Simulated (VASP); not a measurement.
```yaml
crystal:
  lattice:
    - [3.99593, 0.00000, 0.00000]
    - [0.00000, 3.99593, 0.00000]
    - [0.00000, 0.00000, 3.99593]
  atoms:
    - { symbol: Sc, position: [0.00000, 0.00000, 0.00000] }
    - { symbol: Al, position: [0.00000, 0.50000, 0.50000] }
    - { symbol: Al, position: [0.50000, 0.00000, 0.50000] }
    - { symbol: Al, position: [0.50000, 0.50000, 0.00000] }
```

These are r2SCAN+rVV10, VASP's PBE PAW potentials (set 64) (plane waves; VASP 6.6.1) values and carry that method's errors. Numerical set-up: 520 eV cut-off, 8×8×8 Γ-centred mesh, first-order Methfessel-Paxton smearing of 0.10 eV, potentials Sc_sv Al.

Question: Give the stress tensor in GPa (positive for a compressed cell).

Answer: 
```
6.74  0.00  0.00
0.00  6.74  0.00
0.00  0.00  6.74
```
The pressure is its mean diagonal, 6.74 GPa.

The compound is Al3Sc in the L1_2 structure. This cell is one point of a volume scan, at 0.94 of the reference volume.
